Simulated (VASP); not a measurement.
Output of a VASP run:

OSZICAR:
```
       N       E                     dE             d eps       ncg     rms          rms(c)
DAV:   1     0.899463259504E+02    0.89946E+02   -0.97846E+03   840   0.150E+03
DAV:   2    -0.986273427834E+01   -0.99809E+02   -0.92397E+02  1140   0.270E+02
DAV:   3    -0.141517385022E+02   -0.42890E+01   -0.42609E+01  1148   0.551E+01
DAV:   4    -0.142525160367E+02   -0.10078E+00   -0.10075E+00  1120   0.769E+00
DAV:   5    -0.142548530554E+02   -0.23370E-02   -0.23370E-02  1148   0.839E-01    0.157E+01
DAV:   6    -0.121842205148E+02    0.20706E+01   -0.10572E+01   972   0.241E+01    0.189E+01
DAV:   7    -0.120644139648E+02    0.11981E+00   -0.63248E-01  1036   0.703E+00    0.107E+01
DAV:   8    -0.120558250710E+02    0.85889E-02   -0.13743E-01   880   0.419E+00    0.839E-01
DAV:   9    -0.120565575149E+02   -0.73244E-03   -0.12513E-02  1172   0.956E-01    0.219E-01
DAV:  10    -0.120571945154E+02   -0.63700E-03   -0.11689E-03   884   0.338E-01    0.694E-02
DAV:  11    -0.120573380911E+02   -0.14358E-03   -0.17962E-04   996   0.120E-01    0.512E-02
DAV:  12    -0.120573525659E+02   -0.14475E-04   -0.19245E-05   992   0.422E-02    0.258E-02
DAV:  13    -0.120573525253E+02    0.40635E-07   -0.26486E-06  1052   0.193E-02
   1 F= -.12057353E+02 E0= -.12057353E+02  d E =-.120574E+02
```

File OUTCAR:
```
------------------------ aborting loop because EDIFF is reached ----------------------------------------
  FORCE on cell =-STRESS in cart. coord.  units (eV):
  Direction    XX          YY          ZZ          XY          YZ          ZX
  --------------------------------------------------------------------------------------
  Total       -0.0186237     -0.0186237     -0.0186237      0.0000000      0.0000000     -0.0000000
  in kB       -0.8464988     -0.8464988     -0.8464988      0.0000000      0.0000000     -0.0000000
  external PRESSURE =      -0.8464988 kB  Pullay stress =       0.0000000 kB
  volume of cell :       35.25
      direct lattice vectors                 reciprocal lattice vectors
     0.000000000  2.602395300  2.602395300    -0.192130688  0.192130688  0.192130688
     2.602395300  0.000000000  2.602395300     0.192130688 -0.192130688  0.192130688
     2.602395300  2.602395300  0.000000000     0.192130688  0.192130688 -0.192130688
  FREE ENERGIE OF THE ION-ELECTRON SYSTEM (eV)
  ---------------------------------------------------
  free  energy   TOTEN  =       -12.0573525253 eV

  energy  without entropy=      -12.0573525253  energy(sigma->0) =      -12.05735253

 reached required accuracy - stopping structural energy minimisation
```
(Selected blocks of OUTCAR.)

File POSCAR:
```
SrO
1
    0.0000000000     2.6023952996     2.6023952996
    2.6023952996     0.0000000000     2.6023952996
    2.6023952996     2.6023952996     0.0000000000
Sr O
1 1
Direct
  0.0000000000   0.0000000000   0.0000000000
  0.5000000000   0.5000000000   0.5000000000
```

Problem. Reconstruct the remaining input files.

Solution. This is not unique; one that fits is the input of the run itself, PBE GGA, plane waves, VASP's PBE PAW potentials (set 64).

**INCAR**
```
SYSTEM = SrO
PREC = Accurate
ENCUT = 620
EDIFF = 1E-6
NELM = 100
ALGO = Normal
LREAL = .FALSE.
LASPH = .TRUE.
ISMEAR = 0
SIGMA = 0.05
GGA = PE
LMAXMIX = 4
LWAVE = .FALSE.
LCHARG = .FALSE.
IBRION = 2
ISIF = 3
NSW = 40
EDIFFG = -0.02
```

File KPOINTS:
```
Automatic mesh
0
gamma
9 9 9
0 0 0
```

POTCAR, in this order: Sr_sv O (PBE.64 set). Program: vasp_std.

The compound is SrO in the rock salt structure. It was relaxed first.
